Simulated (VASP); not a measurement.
## LaPRuO: relaxation of cell and atoms with PBE

The system is LaPRuO.

```
La P Ru O
1.0
     4.06156    0.00000    0.00000
     0.00000    4.06156    0.00000
     0.00000    0.00000    8.49842
La P Ru O
2 2 2 2
Direct
  0.00000 0.50000 0.85529
  0.50000 0.00000 0.14471
  0.50000 0.00000 0.63611
  0.00000 0.50000 0.36389
  0.00000 0.00000 0.50000
  0.50000 0.50000 0.50000
  0.50000 0.50000 0.00000
  0.00000 0.00000 0.00000
```

The cell was built by a generator and needn't be a form met in nature.

* Program: VASP 6.6.1
* Task: relaxation of cell and atoms
* Functional: PBE
* Potentials or basis: VASP PAW PBE potentials, release 64 (La, P, Ru_pv, O)
* Cutoff: 600 eV
* k mesh: 8 × 8 × 4
* Occupations: gaussian, width 0.03 eV
* Spin: no spin polarisation
* Further INCAR settings: ALGO = Normal; EDIFF = 1e-07; IBRION = 2; EDIFFG = -0.005; NSW = 90; ISIF = 3

The pressure after relaxing is 0.0 GPa. The largest force after relaxing is 0.004 eV/Å. The band gap on the k mesh is none (metal or under the smearing width).

Forces on the atoms (eV/Å):
```
La   0.000  0.000  0.002
La   0.000  0.000 -0.002
P    0.000  0.000 -0.004
P    0.000  0.000  0.004
Ru   0.000  0.000  0.000
Ru   0.000  0.000  0.000
O    0.000  0.000  0.000
O    0.000  0.000  0.000
```

Final structure:
```yaml
crystal:
  lattice:
    - [4.06156, 0.00000, 0.00000]
    - [0.00000, 4.06156, 0.00000]
    - [0.00000, 0.00000, 8.49842]
  atoms:
    - { symbol: La, position: [0.00000, 0.50000, 0.85529] }
    - { symbol: La, position: [0.50000, 0.00000, 0.14471] }
    - { symbol: P, position: [0.50000, 0.00000, 0.63611] }
    - { symbol: P, position: [0.00000, 0.50000, 0.36389] }
    - { symbol: Ru, position: [0.00000, 0.00000, 0.50000] }
    - { symbol: Ru, position: [0.50000, 0.50000, 0.50000] }
    - { symbol: O, position: [0.50000, 0.50000, 0.00000] }
    - { symbol: O, position: [0.00000, 0.00000, 0.00000] }
```

Levels at points of the mesh, in eV from the Fermi level:
```tsv
k point	band 33	band 34	band 35	band 36	band 37	band 38	band 39	band 40
(0.00, 0.00, 0.00)	-0.20	-0.06	0.35	0.35	1.47	1.52	2.40	2.63
(0.50, 0.00, 0.00)	-1.95	-1.95	-0.79	-0.79	1.69	1.69	1.92	1.92
(0.50, 0.50, 0.00)	-1.80	-1.80	-0.70	-0.70	-0.64	-0.64	1.69	1.69
(0.00, 0.00, 0.50)	-0.21	0.09	0.34	0.34	1.19	1.47	1.89	2.84
(0.50, 0.00, 0.50)	-1.91	-1.91	-0.87	-0.87	1.87	1.87	2.05	2.05
(0.50, 0.50, 0.50)	-1.90	-1.90	-0.71	-0.71	-0.64	-0.64	1.69	1.69
```

Run time: 2.6 min on 2 MPI ranks on Intel(R) Xeon(R) 6975P-C (Granite Rapids), with other jobs on the host, peak memory 0.48 GiB a rank.

Caveat: the relaxation stopped at its first step, so nothing moved. Spin-orbit coupling is left out, which matters for the levels of La.
